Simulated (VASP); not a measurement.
Data:

```
CELL_PARAMETERS angstrom
      0.00000     3.27794     3.27794
      3.27794     0.00000     3.27794
      3.27794     3.27794     0.00000
ATOMIC_POSITIONS crystal
  In 0.00000 0.00000 0.00000
  Sb 0.25000 0.25000 0.25000
```

The numbers are results of r2SCAN meta-GGA, VASP's PBE PAW potentials (set 64) (plane waves; VASP 6.6.1), not measurements. Numerical set-up: 400 eV cut-off, 11×11×11 Γ-centred mesh, tetrahedra with Blöchl corrections, potentials In_d Sb.

Unless said otherwise, spin-orbit coupling is left out, though it shifts the bands of the heavy elements here.

**Question.** Tabulate the total density of states (states/eV per cell) against energy (eV; zero at the valence-band maximum or, without a gap, the Fermi level).

**Answer.** 
```
E (eV) | DOS (states/eV)
    -9.97 | ######### 0.77
    -9.85 | ########## 0.88
    -9.61 | ############### 1.35
    -9.49 | #################### 1.74
    -9.25 | #################### 1.76
    -9.13 | ##################### 1.83
    -8.89 | ###### 0.53
    -8.77 |  0.00
    -8.65 |  0.00
    -8.41 |  0.00
    -8.29 |  0.00
    -8.05 |  0.00
    -7.93 |  0.00
    -7.81 |  0.00
    -7.57 |  0.00
    -7.45 |  0.00
    -7.21 |  0.00
    -7.09 |  0.00
    -6.85 |  0.00
    -6.73 |  0.00
    -6.61 |  0.00
    -6.37 |  0.00
    -6.25 |  0.00
    -6.01 |  0.00
    -5.89 | ## 0.19
    -5.77 | ################# 1.51
    -5.53 | ############################## 2.64
    -5.41 | ################## 1.62
    -5.17 | ########## 0.88
    -5.05 | ######### 0.76
    -4.81 | ###### 0.56
    -4.69 | ##### 0.48
    -4.57 | ##### 0.43
    -4.33 | #### 0.36
    -4.21 | #### 0.33
    -3.97 | ### 0.25
    -3.85 | ### 0.23
    -3.73 | ## 0.22
    -3.49 | ## 0.19
    -3.37 | ## 0.17
    -3.13 | ## 0.20
    -3.01 | ############## 1.24
    -2.77 | ################### 1.67
    -2.65 | ################ 1.38
    -2.53 | ############### 1.31
    -2.29 | ##################### 1.83
    -2.17 | ####################### 2.03
    -1.93 | ###################### 1.96
    -1.81 | ##################### 1.88
    -1.69 | ##################### 1.86
    -1.45 | #################### 1.77
    -1.33 | #################### 1.74
    -1.09 | ################### 1.65
    -0.97 | ############### 1.33
    -0.73 | ######### 0.77
    -0.61 | ####### 0.62
    -0.49 | ###### 0.49
    -0.25 | ### 0.24
    -0.13 | ## 0.15
     0.11 |  0.00
     0.23 |  0.00
     0.35 |  0.00
     0.59 |  0.01
     0.71 |  0.01
     0.95 | # 0.07
     1.07 | ## 0.14
     1.31 | #### 0.38
     1.43 | ##### 0.48
     1.55 | ######## 0.69
     1.79 | ############## 1.26
     1.91 | ################## 1.61
     2.15 | ############################## 2.66
     2.27 | ####################### 2.00
     2.39 | ################# 1.50
     2.63 | ########## 0.86
     2.75 | ########### 0.96
     2.99 | ########### 0.94
     3.11 | ########### 1.02
     3.35 | ########### 1.00
     3.47 | ############ 1.09
```
Within 2 eV below the valence-band maximum the largest weight inside VASP's projection spheres is Sb p, then In p.

The structure was generated: InSb was put into the zinc blende type (F-43m), which need not be its known phase. It was relaxed first.
